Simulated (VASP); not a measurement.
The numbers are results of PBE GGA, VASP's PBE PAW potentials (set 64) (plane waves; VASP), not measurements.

VASP input:

### INCAR
```
ALGO=Fast   # Davidson, then RMM-DIIS
SYSTEM=Zn32OS31
ISMEAR=0   # Gaussian
LMAXMIX=4   # l cut-off of mixed one-centre charges
LCHARG=F
ENCUT=400   # plane-wave cut-off (eV)
NELMIN=4
GGA=PE
IBRION=2   # conjugate gradients
ISIF=2   # forces and stress, cell fixed
SIGMA=0.05   # width (eV)
EDIFFG=-0.03   # ionic stop
NSW=60
NELM=100   # most electronic steps
EDIFF=1E-5   # SCF stop (eV)
LREAL=Auto
ISYM=0
LASPH=T   # aspherical one-centre terms
LWAVE=F
PREC=Normal
```

File KPOINTS:
```
Regular mesh
0
Gamma
  1 1 1
0 0 0
```

POSCAR:
```
Zn32OS31
1.0
 10.8925962364   0.0000000000   0.0000000000
  0.0000000000  10.8925962364   0.0000000000
  0.0000000000   0.0000000000  10.8925962364
Zn S O
32 31 1
Cartesian
  5.4462981182   0.0000000000   0.0000000000
  8.1694471773   2.7231490591   0.0000000000
  8.1694471773   0.0000000000   2.7231490591
  0.0000000000   0.0000000000   0.0000000000
  2.7231490591   2.7231490591   0.0000000000
  5.4462981182   5.4462981182   0.0000000000
  8.1694471773   8.1694471773   0.0000000000
  2.7231490591   0.0000000000   2.7231490591
  5.3968130535   2.7628634650   2.7084767320
  8.1641533755   5.4874176690   2.7374728232
  5.4462981182   0.0000000000   5.4462981182
  8.1721485412   2.6974752098   5.3988281838
  8.1694471773   0.0000000000   8.1694471773
  0.0000000000   5.4462981182   0.0000000000
  2.7231490591   8.1694471773   0.0000000000
  0.0000000000   2.7231490591   2.7231490591
  2.7231490591   5.4462981182   2.7231490591
  5.4462981182   8.1694471773   2.7231490591
  0.0000000000   0.0000000000   5.4462981182
  2.7231490591   2.7231490591   5.4462981182
  5.4045359042   5.4551102286   5.4691507851
  8.1694471773   8.1694471773   5.4462981182
  2.7231490591   0.0000000000   8.1694471773
  5.4462981182   2.7231490591   8.1694471773
  8.1694471773   5.4462981182   8.1694471773
  0.0000000000   8.1694471773   2.7231490591
  0.0000000000   5.4462981182   5.4462981182
  2.7231490591   8.1694471773   5.4462981182
  0.0000000000   2.7231490591   8.1694471773
  2.7231490591   5.4462981182   8.1694471773
  5.4462981182   8.1694471773   8.1694471773
  0.0000000000   8.1694471773   8.1694471773
  6.8078726477   1.3615745295   1.3615745295
  9.5310217068   4.0847235887   1.3615745295
  9.5310217068   1.3615745295   4.0847235887
  1.3615745295   1.3615745295   1.3615745295
  4.0847235887   4.0847235887   1.3615745295
  6.8078726477   6.8078726477   1.3615745295
  9.5310217068   9.5310217068   1.3615745295
  4.0847235887   1.3615745295   4.0847235887
  9.5310217068   6.8078726477   4.0847235887
  6.8078726477   1.3615745295   6.8078726477
  9.5310217068   4.0847235887   6.8078726477
  9.5310217068   1.3615745295   9.5310217068
  1.3615745295   6.8078726477   1.3615745295
  4.0847235887   9.5310217068   1.3615745295
  1.3615745295   4.0847235887   4.0847235887
  4.0847235887   6.8078726477   4.0847235887
  6.8078726477   9.5310217068   4.0847235887
  1.3615745295   1.3615745295   6.8078726477
  4.0847235887   4.0847235887   6.8078726477
  6.8078726477   6.8078726477   6.8078726477
  9.5310217068   9.5310217068   6.8078726477
  4.0847235887   1.3615745295   9.5310217068
  6.8078726477   4.0847235887   9.5310217068
  9.5310217068   6.8078726477   9.5310217068
  1.3615745295   9.5310217068   4.0847235887
  1.3615745295   6.8078726477   6.8078726477
  4.0847235887   9.5310217068   6.8078726477
  1.3615745295   4.0847235887   9.5310217068
  4.0847235887   6.8078726477   9.5310217068
  6.8078726477   9.5310217068   9.5310217068
  1.3615745295   9.5310217068   9.5310217068
  6.8508657251   4.0747024001   4.0815429505
```

POTCAR, in this order: Zn S O (PBE.64 set). Program: vasp_gam.

Output of the run:

OUTCAR:
```
 ion  position               nearest neighbor table
   1  0.500  0.000  0.000-  33 2.36  46 2.36  54 2.36  62 2.36
   2  0.750  0.250  0.000-  33 2.36  34 2.36  44 2.36  55 2.36
   3  0.750  0.000  0.250-  33 2.36  35 2.36  39 2.36  49 2.36
   4  0.000  0.000  0.000-  36 2.36  39 2.36  44 2.36  63 2.36
   5  0.250  0.250  0.000-  36 2.36  37 2.36  54 2.36  60 2.36
   6  0.500  0.500  0.000-  37 2.36  38 2.36  55 2.36  61 2.36
   7  0.750  0.750  0.000-  38 2.36  39 2.36  56 2.36  62 2.36
   8  0.250  0.000  0.250-  36 2.36  40 2.36  46 2.36  57 2.36
   9  0.495  0.254  0.249-  37 2.30  40 2.36  64 2.39  33 2.40
  10  0.750  0.504  0.251-  41 2.33  38 2.34  64 2.35  34 2.39
  11  0.500  0.000  0.500-  40 2.36  42 2.36  49 2.36  59 2.36
  12  0.750  0.248  0.496-  35 2.31  64 2.32  42 2.37  43 2.40
  13  0.750  0.000  0.750-  42 2.36  44 2.36  53 2.36  62 2.36
  14  0.000  0.500  0.000-  34 2.36  45 2.36  56 2.36  60 2.36
  15  0.250  0.750  0.000-  45 2.36  46 2.36  61 2.36  63 2.36
  16  0.000  0.250  0.250-  34 2.36  35 2.36  36 2.36  47 2.36
  17  0.250  0.500  0.250-  37 2.36  45 2.36  47 2.36  48 2.36
  18  0.500  0.750  0.250-  38 2.36  46 2.36  48 2.36  49 2.36
  19  0.000  0.000  0.500-  35 2.36  50 2.36  53 2.36  57 2.36
  20  0.250  0.250  0.500-  40 2.36  47 2.36  50 2.36  51 2.36
  21  0.496  0.501  0.502-  51 2.33  48 2.34  52 2.36  64 2.43
  22  0.750  0.750  0.500-  41 2.36  49 2.36  52 2.36  53 2.36
  23  0.250  0.000  0.750-  50 2.36  54 2.36  59 2.36  63 2.36
  24  0.500  0.250  0.750-  42 2.36  51 2.36  54 2.36  55 2.36
  25  0.750  0.500  0.750-  43 2.36  52 2.36  55 2.36  56 2.36
  26  0.000  0.750  0.250-  39 2.36  41 2.36  45 2.36  57 2.36
  27  0.000  0.500  0.500-  41 2.36  43 2.36  47 2.36  58 2.36
  28  0.250  0.750  0.500-  48 2.36  57 2.36  58 2.36  59 2.36
  29  0.000  0.250  0.750-  43 2.36  44 2.36  50 2.36  60 2.36
  30  0.250  0.500  0.750-  51 2.36  58 2.36  60 2.36  61 2.36
  31  0.500  0.750  0.750-  52 2.36  59 2.36  61 2.36  62 2.36
  32  0.000  0.750  0.750-  53 2.36  56 2.36  58 2.36  63 2.36
  33  0.625  0.125  0.125-   1 2.36   2 2.36   3 2.36   9 2.40
  34  0.875  0.375  0.125-   2 2.36  14 2.36  16 2.36  10 2.39
  35  0.875  0.125  0.375-  12 2.31   3 2.36  16 2.36  19 2.36
  36  0.125  0.125  0.125-   4 2.36   5 2.36   8 2.36  16 2.36
  37  0.375  0.375  0.125-   9 2.30   6 2.36   5 2.36  17 2.36
  38  0.625  0.625  0.125-  10 2.34   7 2.36   6 2.36  18 2.36
  39  0.875  0.875  0.125-   3 2.36   4 2.36   7 2.36  26 2.36
...
```

File OSZICAR:
```
...
RMM:   8    -0.218582595616E+03   -0.20722E-04   -0.18865E-04   711   0.260E-02    0.135E-02
RMM:   9    -0.218582597779E+03   -0.21629E-05   -0.51362E-05   505   0.129E-02
   2 F= -.21858260E+03 E0= -.21858260E+03  d E =-.344418E+00
       N       E                     dE             d eps       ncg     rms          rms(c)
DAV:   1    -0.218323178442E+03    0.25942E+00   -0.60299E+02   748   0.381E+01    0.319E+00
RMM:   2    -0.218979761822E+03   -0.65658E+00   -0.75909E+00   690   0.587E+00    0.195E+00
RMM:   3    -0.218996554363E+03   -0.16793E-01   -0.62885E-01   702   0.182E+00    0.938E-01
RMM:   4    -0.218992252928E+03    0.43014E-02   -0.10416E-01   705   0.681E-01    0.671E-01
RMM:   5    -0.218986506527E+03    0.57464E-02   -0.31508E-02   691   0.414E-01    0.312E-01
RMM:   6    -0.218986292316E+03    0.21421E-03   -0.14964E-02   694   0.196E-01    0.104E-01
RMM:   7    -0.218986524006E+03   -0.23169E-03   -0.26719E-03   712   0.969E-02    0.727E-02
RMM:   8    -0.218986633750E+03   -0.10974E-03   -0.10401E-03   698   0.606E-02    0.275E-02
RMM:   9    -0.218986643789E+03   -0.10039E-04   -0.30552E-04   709   0.371E-02    0.169E-02
RMM:  10    -0.218986653075E+03   -0.92865E-05   -0.11738E-04   652   0.195E-02    0.936E-03
RMM:  11    -0.218986655062E+03   -0.19868E-05   -0.16004E-05   427   0.757E-03
   3 F= -.21898666E+03 E0= -.21898666E+03  d E =-.748475E+00
       N       E                     dE             d eps       ncg     rms          rms(c)
DAV:   1    -0.218987691232E+03   -0.10382E-02   -0.48216E+00   780   0.336E+00    0.299E-01
RMM:   2    -0.218989419467E+03   -0.17282E-02   -0.25089E-02   690   0.293E-01    0.164E-01
RMM:   3    -0.218989412064E+03    0.74029E-05   -0.29205E-03   697   0.102E-01    0.891E-02
RMM:   4    -0.218989312459E+03    0.99605E-04   -0.62015E-04   694   0.496E-02    0.545E-02
RMM:   5    -0.218989273874E+03    0.38585E-04   -0.24518E-04   675   0.307E-02    0.201E-02
RMM:   6    -0.218989277725E+03   -0.38512E-05   -0.79606E-05   601   0.173E-02
   4 F= -.21898928E+03 E0= -.21898928E+03  d E =-.751098E+00
       N       E                     dE             d eps       ncg     rms          rms(c)
DAV:   1    -0.219024802310E+03   -0.35528E-01   -0.38664E+01   708   0.105E+01    0.237E+00
RMM:   2    -0.219099637981E+03   -0.74836E-01   -0.86650E-01   690   0.175E+00    0.653E-01
RMM:   3    -0.219109989083E+03   -0.10351E-01   -0.13965E-01   692   0.712E-01    0.617E-01
RMM:   4    -0.219110701925E+03   -0.71284E-03   -0.27685E-02   713   0.362E-01    0.514E-01
RMM:   5    -0.219109633605E+03    0.10683E-02   -0.85240E-03   690   0.204E-01    0.122E-01
RMM:   6    -0.219109946809E+03   -0.31320E-03   -0.27683E-03   698   0.945E-02    0.101E-01
RMM:   7    -0.219109863079E+03    0.83730E-04   -0.47763E-04   707   0.469E-02    0.618E-02
RMM:   8    -0.219109858912E+03    0.41672E-05   -0.10509E-03   745   0.443E-02    0.369E-02
RMM:   9    -0.219109817113E+03    0.41798E-04   -0.16701E-04   671   0.284E-02    0.150E-02
RMM:  10    -0.219109819807E+03   -0.26940E-05   -0.48283E-05   522   0.115E-02
   5 F= -.21910982E+03 E0= -.21910982E+03  d E =-.120542E+00
       N       E                     dE             d eps       ncg     rms          rms(c)
DAV:   1    -0.219094800278E+03    0.15017E-01   -0.17296E+01   716   0.695E+00    0.157E+00
RMM:   2    -0.219128733104E+03   -0.33933E-01   -0.39337E-01   690   0.118E+00    0.446E-01
RMM:   3    -0.219133364573E+03   -0.46315E-02   -0.63161E-02   691   0.481E-01    0.399E-01
RMM:   4    -0.219133712043E+03   -0.34747E-03   -0.12671E-02   713   0.246E-01    0.333E-01
RMM:   5    -0.219133252654E+03    0.45939E-03   -0.38018E-03   690   0.138E-01    0.837E-02
RMM:   6    -0.219133395752E+03   -0.14310E-03   -0.12487E-03   699   0.631E-02    0.650E-02
RMM:   7    -0.219133351867E+03    0.43885E-04   -0.20258E-04   684   0.310E-02    0.398E-02
RMM:   8    -0.219133350206E+03    0.16612E-05   -0.40647E-04   720   0.283E-02    0.198E-02
RMM:   9    -0.219133337493E+03    0.12712E-04   -0.66125E-05   572   0.187E-02    0.856E-03
RMM:  10    -0.219133338656E+03   -0.11630E-05   -0.17351E-05   420   0.779E-03
   6 F= -.21913334E+03 E0= -.21913334E+03  d E =-.144061E+00
       N       E                     dE             d eps       ncg     rms          rms(c)
DAV:   1    -0.219144453619E+03   -0.11116E-01   -0.18113E+01   724   0.771E+00    0.121E+00
RMM:   2    -0.219164152648E+03   -0.19699E-01   -0.23350E-01   690   0.939E-01    0.366E-01
RMM:   3    -0.219166995769E+03   -0.28431E-02   -0.38750E-02   696   0.381E-01    0.270E-01
RMM:   4    -0.219167174008E+03   -0.17824E-03   -0.73119E-03   719   0.191E-01    0.235E-01
RMM:   5    -0.219166899077E+03    0.27493E-03   -0.21387E-03   690   0.103E-01    0.712E-02
RMM:   6    -0.219166965730E+03   -0.66653E-04   -0.64562E-04   700   0.480E-02    0.663E-02
RMM:   7    -0.219166916761E+03    0.48968E-04   -0.22269E-04   690   0.279E-02    0.268E-02
RMM:   8    -0.219166928663E+03   -0.11902E-04   -0.12706E-04   658   0.177E-02    0.108E-02
RMM:   9    -0.219166926076E+03    0.25875E-05   -0.21449E-05   425   0.108E-02
   7 F= -.21916693E+03 E0= -.21916693E+03  d E =-.335874E-01
       N       E                     dE             d eps       ncg     rms          rms(c)
DAV:   1    -0.219166464649E+03    0.46401E-03   -0.25205E+00   732   0.288E+00    0.444E-01
RMM:   2    -0.219169224442E+03   -0.27598E-02   -0.32630E-02   690   0.348E-01    0.140E-01
RMM:   3    -0.219169619866E+03   -0.39542E-03   -0.53736E-03   694   0.142E-01    0.998E-02
RMM:   4    -0.219169647002E+03   -0.27136E-04   -0.10252E-03   724   0.698E-02    0.866E-02
RMM:   5    -0.219169611199E+03    0.35802E-04   -0.30476E-04   690   0.389E-02    0.268E-02
RMM:   6    -0.219169620051E+03   -0.88513E-05   -0.85478E-05   627   0.180E-02
   8 F= -.21916962E+03 E0= -.21916962E+03  d E =-.362814E-01
       N       E                     dE             d eps       ncg     rms          rms(c)
DAV:   1    -0.219170744823E+03   -0.11336E-02   -0.22286E+00   708   0.270E+00    0.502E-01
RMM:   2    -0.219173811314E+03   -0.30665E-02   -0.35900E-02   690   0.375E-01    0.145E-01
RMM:   3    -0.219174313080E+03   -0.50177E-03   -0.63717E-03   694   0.160E-01    0.120E-01
RMM:   4    -0.219174343116E+03   -0.30035E-04   -0.12255E-03   702   0.834E-02    0.968E-02
RMM:   5    -0.219174302923E+03    0.40193E-04   -0.36156E-04   690   0.444E-02    0.292E-02
RMM:   6    -0.219174314962E+03   -0.12039E-04   -0.11192E-04   647   0.196E-02    0.228E-02
RMM:   7    -0.219174309989E+03    0.49737E-05   -0.44490E-05   531   0.116E-02
   9 F= -.21917431E+03 E0= -.21917431E+03  d E =-.468994E-02
       N       E                     dE             d eps       ncg     rms          rms(c)
DAV:   1    -0.219174399530E+03   -0.84568E-04   -0.12047E-01   748   0.626E-01    0.119E-01
RMM:   2    -0.219174569243E+03   -0.16971E-03   -0.19548E-03   690   0.884E-02    0.336E-02
RMM:   3    -0.219174596418E+03   -0.27175E-04   -0.34823E-04   693   0.379E-02    0.280E-02
RMM:   4    -0.219174598591E+03   -0.21730E-05   -0.70490E-05   608   0.199E-02
  10 F= -.21917460E+03 E0= -.21917460E+03  d E =-.497854E-02
       N       E                     dE             d eps       ncg     rms          rms(c)
DAV:   1    -0.219174879071E+03   -0.28265E-03   -0.57142E-01   708   0.138E+00    0.235E-01
RMM:   2    -0.219175670397E+03   -0.79133E-03   -0.91079E-03   690   0.185E-01    0.626E-02
RMM:   3    -0.219175801099E+03   -0.13070E-03   -0.15925E-03   695   0.782E-02    0.627E-02
RMM:   4    -0.219175809587E+03   -0.84876E-05   -0.29648E-04   713   0.402E-02    0.507E-02
RMM:   5    -0.219175798804E+03    0.10782E-04   -0.92256E-05   632   0.214E-02    0.126E-02
RMM:   6    -0.219175801750E+03   -0.29455E-05   -0.24012E-05   436   0.944E-03
  11 F= -.21917580E+03 E0= -.21917580E+03  d E =-.120316E-02
```

File OUTCAR:
```
------------------------ aborting loop because EDIFF is reached ----------------------------------------
  FORCE on cell =-STRESS in cart. coord.  units (eV):
  Direction    XX          YY          ZZ          XY          YZ          ZX
  --------------------------------------------------------------------------------------
  Total       -8.0140008     -8.0308810     -8.0017103      0.0295549     -0.0165940      0.0015757
  in kB       -9.9349514     -9.9558778     -9.9197149      0.0366392     -0.0205715      0.0019534
  external PRESSURE =      -9.9368480 kB  Pullay stress =       0.0000000 kB
  volume of cell :     1292.39
      direct lattice vectors                 reciprocal lattice vectors
    10.892596236  0.000000000  0.000000000     0.091805478  0.000000000  0.000000000
     0.000000000 10.892596236  0.000000000     0.000000000  0.091805478  0.000000000
     0.000000000  0.000000000 10.892596236     0.000000000  0.000000000  0.091805478
  FREE ENERGIE OF THE ION-ELECTRON SYSTEM (eV)
  ---------------------------------------------------
  free  energy   TOTEN  =      -219.1758017498 eV

  energy  without entropy=     -219.1758017498  energy(sigma->0) =     -219.17580175

 reached required accuracy - stopping structural energy minimisation
```
(Selected blocks of OUTCAR.)

**CONTCAR**
```
Zn32OS31
   1.00000000000000
    10.8925962363999993    0.0000000000000000    0.0000000000000000
     0.0000000000000000   10.8925962363999993    0.0000000000000000
     0.0000000000000000    0.0000000000000000   10.8925962363999993
  Zn              S               O
    32    31     1
Direct
     0.5006046838624690    0.0018234855574808    0.0018306261793570
     0.7498521364948284    0.2502179964618508    0.0009891141051748
     0.7497993682389756    0.0008720451226983    0.2500017160862893
     0.9999381928059593    0.0000600548750518    0.0000394789925238
     0.2518833462668432    0.2507633925055160    0.0017446869576458
     0.5001179321170690    0.4999285016071103    0.0006284776542714
     0.7493479333412012    0.7480361163587469    0.0018060916821650
     0.2519460616202205    0.0021256955764776    0.2505521887382510
     0.5135413909855929    0.2641549089682916    0.2637633055825013
     0.7359897921936871    0.4864050277060920    0.2640942589057818
     0.5001689947101122    0.0008008905100596    0.4998267196208785
     0.7357301054565205    0.2642640364747932    0.4852572432844814
     0.7494029860028858    0.0022842073568078    0.7479331428695928
     0.9980716630585938    0.4994020585213260    0.0018155719255400
     0.2500414946770581    0.7500149115080245    0.0000867481826734
     0.9991823043458428    0.2501023509936854    0.2500089310948035
     0.2506908454269605    0.4999829845887261    0.2500990495781344
     0.5001230046290999    0.7492221898669696    0.2500860140722112
     0.9980964063307625    0.0018138092640160    0.4992356038074912
     0.2507123125210065    0.2500656542454019    0.4999261689825911
     0.5131532975475226    0.4867422534781337    0.4867656239547726
     0.7498268469117736    0.7492537279870080    0.4999288216471032
     0.2500686634050938    0.0000344708339735    0.7499514335644747
     0.5002921989452391    0.2500232430870725    0.7491228533412525
     0.7499067807868149    0.4996709861200725    0.7490708349628310
     0.9979758085028992    0.7482683528751722    0.2506395478540018
     0.9992823312632430    0.4998868598510011    0.4999036764426240
     0.2518022939226985    0.7481516160553161    0.4994262831688000
     0.9976937806122474    0.2504967227152083    0.7478462876058354
     0.2516740740335526    0.4992890205870973    0.7483097165260673
     0.5006612609429261    0.7483678331058168    0.7482158665893845
     0.9999426857832221    0.7499677859074608    0.7499843154697904
     0.6244236043967722    0.1296211872070242    0.1295174141440985
     0.8704177665482966    0.3755724662313952    0.1296418914460792
     0.8704484197051003    0.1295506336304634    0.3751721878858333
     0.1251852450309071    0.1255665305884310    0.1253389371251996
     0.3793328075219569    0.3747576743892669    0.1293079677017331
     0.6254211699008301    0.6205336163443538    0.1294030984204171
     0.8744433846802910    0.8749300225831773    0.1253486659678483
     0.3794648437832662    0.1295407119357260    0.3745468281540519
     0.8705988482898371    0.6206095700768809    0.3746638530196890
     0.6255855300346791    0.1297042824521817    0.6200768822015701
     0.8703101632511668    0.3744195247943060    0.6200550665550367
     0.8744456910975850    0.1255572652162487    0.8750191883773261
     0.1247848370945622    0.6246536315129476    0.1254894591490907
     0.3754250722698398    0.8751091297112558    0.1255339097663900
     0.1249448728739776    0.3749902937386601    0.3749401446221584
     0.3792847684183766    0.6206887660289665    0.3755303374454165
     0.6250086967549973    0.8749889003896272    0.3748644997173750
     0.1248218753146922    0.1254489162874101    0.6245516514915218
     0.3792838925450732    0.3754833830773157    0.6207274160629517
     0.6244146458276105    0.6206627536291377    0.6206854977829450
     0.8744721341469698    0.8751498513812046    0.6245806611288559
     0.3754831861030741    0.1255463525715943    0.8749938792383745
     0.6250592281757784    0.3749628420600994    0.8749544247772600
     0.8744191724584404    0.6244802872489670    0.8749261963425361
     0.1251007459327660    0.8750877709997202    0.3749225637972281
     0.1250121235979521    0.6245588868810831    0.6245921181983081
     0.3754484508211881    0.8750379588857429    0.6245138680160213
     0.1246923272261674    0.3748909215765225    0.8748681422693022
     0.3754377449947658    0.6246408814095953    0.8748704832568551
     0.6251167180150605    0.8752324200590825    0.8748986136418561
     0.1250308437399515    0.8749866285684330    0.8749668437506896
     0.6244922117051435    0.3754957478607140    0.3750229091166714
```

**OUTCAR**
```
 val. band max:        1.7988947884   @ k =   0.0000   0.0000   0.0000

 cond. band min:       3.5299322592   @ k =   0.0000   0.0000   0.0000


 Fermi energy:         2.0854690193

 k-point     1 :       0.0000    0.0000    0.0000
  band No.  band energies     occupation
      1     -15.5191      2.00000
      2     -11.0831      2.00000
      3     -10.5734      2.00000
      4     -10.5728      2.00000
      5     -10.5722      2.00000
      6     -10.5552      2.00000
      7     -10.5545      2.00000
      8     -10.5198      2.00000
      9     -10.2702      2.00000
     10     -10.2698      2.00000
     11     -10.2690      2.00000
     12     -10.2609      2.00000
     13     -10.2602      2.00000
     14     -10.2600      2.00000
     15     -10.2461      2.00000
     16     -10.2423      2.00000
     17     -10.2419      2.00000
     18     -10.2412      2.00000
     19     -10.2356      2.00000
     20     -10.2346      2.00000
     21     -10.2080      2.00000
     22     -10.2066      2.00000
     23     -10.2061      2.00000
     24     -10.0303      2.00000
     25      -9.9424      2.00000
     26      -9.9420      2.00000
     27      -9.9412      2.00000
     28      -9.9192      2.00000
     29      -9.9186      2.00000
     30      -9.9182      2.00000
     31      -9.8993      2.00000
     32      -9.8985      2.00000
     33      -4.4681      2.00000
     34      -4.4597      2.00000
     35      -4.4596      2.00000
     36      -4.4595      2.00000
     37      -4.4521      2.00000
     38      -4.4520      2.00000
     39      -4.4311      2.00000
     40      -4.4308      2.00000
     41      -4.4304      2.00000
     42      -4.4192      2.00000
     43      -4.4190      2.00000
     44      -4.4189      2.00000
     45      -4.3319      2.00000
     46      -4.3318      2.00000
     47      -4.3294      2.00000
     48      -4.3293      2.00000
     49      -4.3290      2.00000
     50      -4.3224      2.00000
     51      -4.3222      2.00000
...
```

At this cut-off the stress carries a Pulay error, which pulls relaxed volumes low. The supercell is sampled at Γ alone, which is coarse: total energies, pressure and levels can be off, energies of defects by several tenths of an eV.

The cell is a supercell with a defect, built from ZnS (zinc blende): O_S. The run is not spin-polarised, so no state with unpaired spins was tried.
